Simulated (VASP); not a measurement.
# Al18NO in VASP: notebook, part 2 of 2

VASP 6.6.1.

## 5. Single point, PBE

File INCAR:

```
SYSTEM = Al18NO
PREC = Accurate ; ENCUT = 520
EDIFF = 1E-6 ; ISMEAR = -1
SIGMA = 0.15 ; LREAL = Auto
LASPH = .True. ; NELM = 100
ALGO = Fast ; ISIF = 2
LWAVE = .False. ; LCHARG = .False.
GGA = PE ; NBANDS = 48
```

File KPOINTS:

```
regular mesh
0
Gamma
  1 2 1
  0 0 0
```

File POSCAR:

```
Al18NO
1.0
   12.1500000000      0.0000000000      0.0000000000
    0.0000000000      5.7275650000      0.0000000000
    0.0000000000      0.0000000000     15.8637820000
Al N O
18 1 1
Direct
    0.0000000000      0.0000000000      0.0630366706
    0.3333333333      0.0000000000      0.0630366706
    0.6666666667      0.0000000000      0.0630366706
    0.0000000000      0.5000030554      0.0630366706
    0.3333333333      0.5000030554      0.0630366706
    0.6666666667      0.5000030554      0.0630366706
    0.1896296296      0.2753526149      0.1499516320
    0.5023045267      0.2673387382      0.1526811198
    0.8605925926      0.2644230140      0.1606993843
    0.1763786008      0.7719685416      0.1611343373
    0.4823621399      0.7450286466      0.1865570266
    0.8468641975      0.7791618253      0.1333603803
    0.0193827160     -0.0123612739      0.2284196795
    0.3117201646      0.0499165003      0.2641488644
    0.7197366255     -0.0230115241      0.2680382269
    0.0423539095      0.4825785478      0.2674456822
    0.3171851852      0.5354806100      0.2570698463
    0.6433744856      0.5280254349      0.2508544306
    0.9205267490      0.2273915704      0.2605179522
    0.6714238683      0.2547679511      0.2579397523
```

Potentials or basis: VASP PAW PBE potentials, release 64 (Al, N, O).

The run is started by

```console
> cat potpaw_PBE.64/Al/POTCAR potpaw_PBE.64/N/POTCAR potpaw_PBE.64/O/POTCAR > POTCAR
> mpirun -np 1 vasp_std > vasp.out
```

OUTCAR:

```text
SYSTEM = Al18NO
   PREC = Accurate
   ENCUT = 520
   EDIFF = 1E-6
   ISMEAR = -1
   LREAL = Auto
   LASPH = .True.
   NELM = 100
   ISIF = 2
   GGA = PE

 ion  position               nearest neighbor table
   1  0.000  0.000  0.063-  12 2.51  13 2.64   9 2.75   4 2.86   4 2.86  10 2.95   7 3.11
   2  0.333  0.000  0.063-   7 2.73  10 2.79   5 2.86   5 2.86   8 2.93  11 3.04  14 3.21
   3  0.667  0.000  0.063-  12 2.76   6 2.86   6 2.86   8 2.89   9 3.20  11 3.31  15 3.32
   4  0.000  0.500  0.063-   9 2.66  12 2.69   1 2.86   1 2.86   7 2.98  10 3.07  16 3.28
   5  0.333  0.500  0.063-   7 2.57   8 2.83   2 2.86   2 2.86  10 2.91  11 3.01  17 3.09
[... 333 lines left out ...]
  Total        0.5035161    -20.2950344      6.3987983     -5.0029388     -2.4708534      0.1809775
  in kB        0.7307534    -29.4542071      9.2865834     -7.2607709     -3.5859524      0.2626529
  external PRESSURE =      -6.4789568 kB  Pullay stress =       0.0000000 kB

 VOLUME and BASIS-vectors are now :
 -----------------------------------------------------------------------------
  energy-cutoff  :      520.00
  volume of cell :     1103.96
      direct lattice vectors                 reciprocal lattice vectors
    12.150000000  0.000000000  0.000000000     0.082304527  0.000000000  0.000000000
     0.000000000  5.727565000  0.000000000     0.000000000  0.174594265  0.000000000
     0.000000000  0.000000000 15.863782000     0.000000000  0.000000000  0.063036671

 POSITION                                       TOTAL-FORCE (eV/Angst)
 -----------------------------------------------------------------------------------
      0.00000      0.00000      1.00000         0.893080     -0.071336     -1.056641
      4.05000      0.00000      1.00000         0.249446     -0.093070     -0.158303
      8.10000      0.00000      1.00000        -0.078763     -0.138671      0.285822
      0.00000      2.86380      1.00000         0.709373      0.427812     -0.248477
      4.05000      2.86380      1.00000         0.482344      0.523737     -0.329429
      8.10000      2.86380      1.00000         0.280732      0.333873      0.186606
[... 12 lines left out ...]
     11.18440      1.30240      4.13280         1.896785      0.328650      1.544691
      8.15780      1.45920      4.09190         0.320825     -2.806450      0.988532
 -----------------------------------------------------------------------------------
    total drift:                                0.002926     -0.004233     -0.022374

  FREE ENERGIE OF THE ION-ELECTRON SYSTEM (eV)
  ---------------------------------------------------
  free  energy   TOTEN  =       -74.6975465419 eV

  energy  without entropy=      -74.1709832203  energy(sigma->0) =      -74.43426488
```

OSZICAR:

```text
N       E                     dE             d eps       ncg     rms          rms(c)
DAV:   1     0.297851835980E+03    0.29785E+03   -0.18831E+04   192   0.932E+02
DAV:   2    -0.189019531315E+02   -0.31675E+03   -0.29435E+03   256   0.169E+02
DAV:   3    -0.816407600222E+02   -0.62739E+02   -0.61201E+02   304   0.675E+01
[... 16 lines left out ...]
RMM:  20    -0.746975236550E+02   -0.59305E-04   -0.12876E-05   236   0.119E-02    0.289E-03
RMM:  21    -0.746975383118E+02   -0.14657E-04   -0.38455E-06   194   0.637E-03    0.339E-03
RMM:  22    -0.746975441556E+02   -0.58438E-05   -0.10518E-06   172   0.374E-03    0.211E-03
RMM:  23    -0.746975463952E+02   -0.22397E-05   -0.11210E-06   173   0.349E-03    0.313E-04
RMM:  24    -0.746975465419E+02   -0.14671E-06   -0.23274E-07   151   0.185E-03
   1 F= -.74697547E+02 E0= -.74434265E+02  d E =-.526563E+00
```

stdout:

```text
POSCAR found type information on POSCAR AlN O
 POSCAR found :  3 types and      20 ions
 scaLAPACK will be used
 LDA part: xc-table for (Slater+PW92), standard interpolation
 POSCAR, INCAR and KPOINTS ok, starting setup
 FFT: planning ... GRIDC
 FFT: planning ... GRID_SOFT
 FFT: planning ... GRID
 WAVECAR not read
 entering main loop
```

It took 4.2 min on 1 thread of Intel Xeon Platinum 8259CL at 2.50GHz (Skylake/Cascade Lake), shared host; peak memory 1 GiB.

What came out:

| Property | Result |
| --- | --- |
| Free energy | -74.6975 eV |
| Largest force | 4.476 eV/Å |
| Band gap on the k mesh | none (metal or under the smearing width) |

Forces on the atoms (eV/Å):
```
Al   0.893 -0.071 -1.057
Al   0.249 -0.093 -0.158
Al  -0.079 -0.139  0.286
Al   0.709  0.428 -0.248
Al   0.482  0.524 -0.329
Al   0.281  0.334  0.187
Al  -1.224 -0.149  0.286
Al  -0.433 -0.671  0.010
Al  -1.454  0.559 -1.819
Al  -0.144 -0.317 -0.578
Al   0.097  0.886 -0.230
Al  -1.265 -0.673  0.219
Al  -0.569 -0.097  1.225
Al   0.620 -0.368  0.052
Al   0.454 -1.667 -0.326
Al  -0.917 -0.210 -0.535
Al   0.260 -0.265  0.664
Al  -0.180  4.469 -0.180
N    1.897  0.329  1.545
O    0.321 -2.806  0.989
```

Levels at points of the mesh, in eV from the Fermi level:
```csv
k point,band 30,band 31,band 32,band 33,band 34,band 35
"(0.00, 0.00, 0.00)",-1.15,-1.06,-0.80,-0.60,-0.06,0.40
"(0.00, 0.50, 0.00)",-0.51,-0.18,0.10,0.21,0.39,0.55
```

Caveat: the k mesh is coarse (spacing up to 0.55 Å⁻¹), so the values aren't converged; an odd number of electrons without spin polarisation forces a metal; a magnetic or distorted state may lie lower.

## 6. Single point, PBE

File INCAR:

```
SYSTEM = Al18NO
PREC = Accurate
ENCUT = 520
EDIFF = 1E-6
ISMEAR = -1
SIGMA = 0.15
LREAL = Auto
LASPH = .TRUE.
NELM = 100
ALGO = Fast
ISIF = 2
LWAVE = .FALSE.
LCHARG = .TRUE.
GGA = PE
LELF = .TRUE.
LVHAR = .TRUE.
NBANDS = 48
```

File KPOINTS:

```
Automatic mesh
0
G
  1 2 1
  0 0 0
```

File POSCAR:

```
Al18NO
1.0
   12.1500000000      0.0000000000      0.0000000000
    0.0000000000      5.7275650000      0.0000000000
    0.0000000000      0.0000000000     15.8637820000
Al N O
18 1 1
Direct
    0.0000000000      0.0000000000      0.0630366706
    0.3333333333      0.0000000000      0.0630366706
    0.6666666667      0.0000000000      0.0630366706
    0.0000000000      0.5000030554      0.0630366706
    0.3333333333      0.5000030554      0.0630366706
    0.6666666667      0.5000030554      0.0630366706
    0.1887160494      0.2460731567      0.1530026068
    0.5135144033      0.2839601122      0.1686230938
    0.8474732510      0.3265785722      0.1733886661
    0.1715637860      0.7273422475      0.1543200732
    0.4848312757      0.7853075434      0.1850189318
    0.8400246914      0.7518552823      0.1447637140
    0.0171193416     -0.0559749213      0.2497197705
    0.3146090535      0.0236226040      0.2587151034
    0.7577037037     -0.0590477803      0.2789120526
    0.0472427984      0.4596717802      0.2586079410
    0.3131028807      0.5045774251      0.2619740992
    0.6644362140      0.5763531274      0.2500727758
    0.9354897119      0.2092512263      0.2656995665
    0.6778518519      0.2307437803      0.2575237103
```

Potentials or basis: VASP PAW PBE potentials, release 64 (Al, N, O).

The run is started by

```console
> cat potpaw_PBE.64/Al/POTCAR potpaw_PBE.64/N/POTCAR potpaw_PBE.64/O/POTCAR > POTCAR
> mpirun -np 1 vasp_std > vasp.out
```

OUTCAR:

```text
SYSTEM = Al18NO
   PREC = Accurate
   ENCUT = 520
   EDIFF = 1E-6
   ISMEAR = -1
   LREAL = Auto
   LASPH = .TRUE.
   NELM = 100
   ISIF = 2
   GGA = PE

 ion  position               nearest neighbor table
   1  0.000  0.000  0.063-  12 2.73   4 2.86   4 2.86  10 2.98  13 2.99   7 3.05   9 3.16
   2  0.333  0.000  0.063-   7 2.67   5 2.86   5 2.86  10 2.90  11 2.94  14 3.12   8 3.20
   3  0.667  0.000  0.063-  12 2.85   6 2.86   6 2.86   8 2.99  11 3.18
   4  0.000  0.500  0.063-   9 2.74  12 2.75  10 2.85   1 2.86   1 2.86   7 3.07  16 3.16
   5  0.333  0.500  0.063-   7 2.69  10 2.77   2 2.86   2 2.86   8 3.02  11 3.13  17 3.17
   6  0.667  0.500  0.063-   8 2.79  12 2.86   3 2.86   3 2.86   9 2.98  18 3.00  11 3.36
   7  0.189  0.246  0.153-  14 2.60   2 2.67   5 2.69  16 2.69  17 2.73  10 2.76  10 2.98   1 3.05
                             4 3.07  13 3.11
   8  0.514  0.284  0.169-  20 2.46   6 2.79  18 2.80  11 2.89  11 2.90   3 2.99   5 3.02  17 3.12
                            14 3.18   2 3.20
   9  0.847  0.327  0.173-  19 1.93  12 2.48  20 2.52   4 2.74  16 2.88  18 2.91  15 2.98   6 2.98
                             1 3.16  13 3.24  12 3.32
  10  0.172  0.727  0.154-  13 2.71  16 2.71  17 2.74   7 2.76   5 2.77   4 2.85   2 2.90  14 2.94
                             7 2.98   1 2.98
  11  0.485  0.785  0.185-  18 2.69  14 2.74   8 2.89  17 2.90   8 2.90   2 2.94   5 3.13   3 3.18
                             6 3.36
  12  0.840  0.752  0.145-   9 2.48  15 2.59   1 2.73   4 2.75   3 2.85   6 2.86  18 2.89  13 2.93
                             9 3.32
  13  0.017  0.944  0.250-  19 1.83  10 2.71  16 2.80  12 2.93  16 2.98   1 2.99   7 3.11  15 3.19
                             9 3.24
  14  0.315  0.024  0.259-   7 2.60  11 2.74  17 2.76  10 2.94  17 2.97   2 3.12   8 3.18
  15  0.758  0.941  0.279-  20 1.95  18 2.42  12 2.59   9 2.98  13 3.19
  16  0.047  0.460  0.259-  19 1.98   7 2.69  10 2.71  13 2.80   9 2.88  13 2.98   4 3.16  17 3.24

  17  0.313  0.505  0.262-   7 2.73  10 2.74  14 2.76  11 2.90  14 2.97   8 3.12   5 3.17  16 3.24

  18  0.664  0.576  0.250-  20 1.99  15 2.42  11 2.69   8 2.80  12 2.89   9 2.91   6 3.00
  19  0.935  0.209  0.266-  13 1.83   9 1.93  16 1.98
  20  0.678  0.231  0.258-  15 1.95  18 1.99   8 2.46   9 2.52

  LATTYP: Found a simple orthorhombic cell.
 ALAT       =     5.7275650000
 B/A-ratio  =     2.1213203167
 C/A-ratio  =     2.7697253545

  Lattice vectors:
[... 187 lines left out ...]
  ext. energy  EPLUGINS =         0.00000000
  ---------------------------------------------------
  free energy    TOTEN  =       -75.02210135 eV

  energy without entropy =      -74.47920573  energy(sigma->0) =      -74.75065354

 E-fermi :  -0.6600     XC(G=0):  -4.2068

 val. band max:       -0.7322043540   @ k =   0.0000   0.0000   0.0000
 cond. band min:      -0.6097346814   @ k =   0.0000   0.5000   0.0000
 fundamental gap:      0.1224696726
 Fermi energy:        -0.6600248949

 k-point     1 :       0.0000    0.0000    0.0000
  band No.  band energies     occupation
      1     -19.3589      2.00000
      2     -15.4821      2.00000
      3      -9.9005      2.00000
      4      -9.0090      2.00000
      5      -8.5470      2.00000
      6      -7.5835      2.00000
[... 36 lines left out ...]
     43       1.4078      0.00000
     44       1.4534      0.00000

 k-point     2 :       0.0000    0.5000    0.0000
  band No.  band energies     occupation
      1     -19.3540      2.00000
      2     -15.4637      2.00000
      3      -9.3392      2.00000
      4      -8.7363      2.00000
      5      -8.5381      2.00000
      6      -8.0046      2.00000
[... 36 lines left out ...]
     43       1.4749      0.00000
     44       1.4863      0.00000
 [bands above 44 left out]

------------------------ aborting loop because EDIFF is reached ----------------------------------------

  FORCE on cell =-STRESS in cart. coord.  units (eV):
  Direction    XX          YY          ZZ          XY          YZ          ZX
  --------------------------------------------------------------------------------------
  -------------------------------------------------------------------------------------
  Total       -7.1219517    -27.9362917     -0.4245701      0.6370011      2.2523450     -1.6676554
  in kB      -10.3360968    -40.5439727     -0.6161791      0.9244805      3.2688310     -2.4202702
  external PRESSURE =     -17.1654162 kB  Pullay stress =       0.0000000 kB

 VOLUME and BASIS-vectors are now :
 -----------------------------------------------------------------------------
  energy-cutoff  :      520.00
  volume of cell :     1103.96
      direct lattice vectors                 reciprocal lattice vectors
    12.150000000  0.000000000  0.000000000     0.082304527  0.000000000  0.000000000
     0.000000000  5.727565000  0.000000000     0.000000000  0.174594265  0.000000000
     0.000000000  0.000000000 15.863782000     0.000000000  0.000000000  0.063036671

 POSITION                                       TOTAL-FORCE (eV/Angst)
 -----------------------------------------------------------------------------------
      0.00000      0.00000      1.00000         0.217283     -0.226104      0.123558
      4.05000      0.00000      1.00000         0.271632     -0.263680     -0.128064
      8.10000      0.00000      1.00000        -0.095470     -0.324016      0.511955
      0.00000      2.86380      1.00000         0.301746      0.283870     -0.087732
      4.05000      2.86380      1.00000         0.473823      0.270095     -0.098741
      8.10000      2.86380      1.00000         0.003246      0.410190      0.220427
[... 12 lines left out ...]
     11.36620      1.19850      4.21500        -0.094081      0.971443     -0.352690
      8.23590      1.32160      4.08530         0.615053      0.543228     -0.239369
 -----------------------------------------------------------------------------------
    total drift:                               -0.002577     -0.004719     -0.014441

  FREE ENERGIE OF THE ION-ELECTRON SYSTEM (eV)
  ---------------------------------------------------
  free  energy   TOTEN  =       -75.0221013453 eV

  energy  without entropy=      -74.4792057270  energy(sigma->0) =      -74.75065354
```

Run time: 4.2 min. Hardware: 1 thread of Intel Xeon Platinum 8259CL at 2.50GHz (Skylake/Cascade Lake), shared host; peak memory 0.99 GiB.

What came out:

```yaml
Free_energy: -75.0221 eV
Largest_force: 2.623 eV/Å
Band_gap_on_the_k_mesh: none (metal or under the smearing width)
```

Forces in eV/Å, atoms in the order of the input:
```
Al   0.217 -0.226  0.124
Al   0.272 -0.264 -0.128
Al  -0.095 -0.324  0.512
Al   0.302  0.284 -0.088
Al   0.474  0.270 -0.099
Al   0.003  0.410  0.220
Al  -0.855 -0.280 -0.181
Al  -0.296 -0.372  0.363
Al  -0.033 -1.752  0.618
Al  -0.219  0.491 -0.435
Al   0.168 -0.151  0.073
Al   0.017  0.752 -0.945
Al   0.005 -0.708 -0.248
Al   0.505 -0.389  0.369
Al  -0.426  2.588  0.056
Al  -0.886  0.109  0.183
Al   0.683  0.166  0.237
Al  -0.355 -2.117 -0.039
N   -0.094  0.971 -0.353
O    0.615  0.543 -0.239
```

Caveat: the k mesh is coarse (spacing up to 0.55 Å⁻¹), so the values aren't converged; an odd number of electrons without spin polarisation forces a metal; a magnetic or distorted state may lie lower.

## 7. Single point, PBE

File INCAR:

```
PREC = Accurate
ENCUT = 520
EDIFF = 1E-6
ISMEAR = -1
SIGMA = 0.15
LREAL = Auto
LASPH = True
NELM = 100
ALGO = Fast
ISIF = 2
LWAVE = False
LCHARG = False
GGA = PE
NBANDS = 48
```

File KPOINTS:

```
Automatic mesh
0
Gamma
  1 2 1
```

File POSCAR:

```
Al18NO
1.0
   12.1500000000      0.0000000000      0.0000000000
    0.0000000000      5.7275650000      0.0000000000
    0.0000000000      0.0000000000     15.8637820000
Al N O
18 1 1
Direct
    0.0000000000      0.0000000000      0.0630366706
    0.3333333333      0.0000000000      0.0630366706
    0.6666666667      0.0000000000      0.0630366706
    0.0000000000      0.5000030554      0.0630366706
    0.3333333333      0.5000030554      0.0630366706
    0.6666666667      0.5000030554      0.0630366706
    0.1520905350      0.2128129493      0.1636621078
    0.5228312757      0.2919216107      0.1756327716
    0.8491769547      0.3201360439      0.1929111230
    0.1758436214      0.7478745331      0.1475751495
    0.4913251029      0.7486951261      0.1798751395
    0.8361646091      0.7520124171      0.1304228714
    0.0146831276     -0.1025741305      0.2745120930
    0.3349629630     -0.0129374350      0.2643884037
    0.7623045267     -0.0251241147      0.2820449752
    0.0343045267      0.4770613690      0.2638651994
    0.3459259259      0.4874497278      0.2745940407
    0.6721069959      0.5501639877      0.2487111838
    0.9402304527      0.1778591775      0.2742977683
    0.6972592593      0.2411495985      0.2615328425
```

The run is started by

```console
> cat potpaw_PBE.64/Al/POTCAR potpaw_PBE.64/N/POTCAR potpaw_PBE.64/O/POTCAR > POTCAR
> mpirun -np 1 vasp_std > vasp.out
```

It took 3.7 min on 1 thread of Intel Xeon Platinum 8259CL at 2.50GHz (Skylake/Cascade Lake), shared host; peak memory 0.99 GiB.

Results (log left out):

| Quantity | Value |
| --- | --- |
| Free energy | -74.7817 eV |
| Largest force | 1.661 eV/Å |
| Band gap on the k mesh | none (metal or under the smearing width) |

Forces on the atoms (eV/Å):
```
Al   0.012 -0.178 -0.119
Al   0.222  0.194  0.118
Al  -0.373 -0.091  0.399
Al   0.111  0.040  0.013
Al   0.137 -0.188  0.164
Al   0.084  0.177  0.147
Al   1.351  0.313  0.356
Al  -1.108 -1.196 -0.315
Al   0.014 -0.528 -0.934
Al   0.000 -0.323  0.482
Al   0.394  0.611 -0.136
Al  -0.162 -0.030  0.255
Al   0.111  0.979 -0.681
Al  -0.382  0.212 -0.171
Al   0.334 -1.387  0.126
Al  -0.050 -1.273  0.209
Al  -0.429 -0.118 -0.328
Al  -0.024  1.434  0.379
N   -0.474  0.605  0.037
O    0.232  0.749 -0.002
```

Levels at points of the mesh, in eV from the Fermi level:
| k point | band 29 | band 30 | band 31 | band 32 | band 33 | band 34 | band 35 | band 36 |
| --- | --- | --- | --- | --- | --- | --- | --- | --- |
| (0.00, 0.00, 0.00) | -1.14 | -0.94 | -0.89 | -0.60 | -0.32 | -0.01 | 0.19 | 0.44 |
| (0.00, 0.50, 0.00) | -0.73 | -0.57 | -0.19 | 0.01 | 0.39 | 0.63 | 0.88 | 1.00 |

Caveat: the k mesh is coarse (spacing up to 0.55 Å⁻¹), so the values aren't converged; an odd number of electrons without spin polarisation forces a metal; a magnetic or distorted state may lie lower.
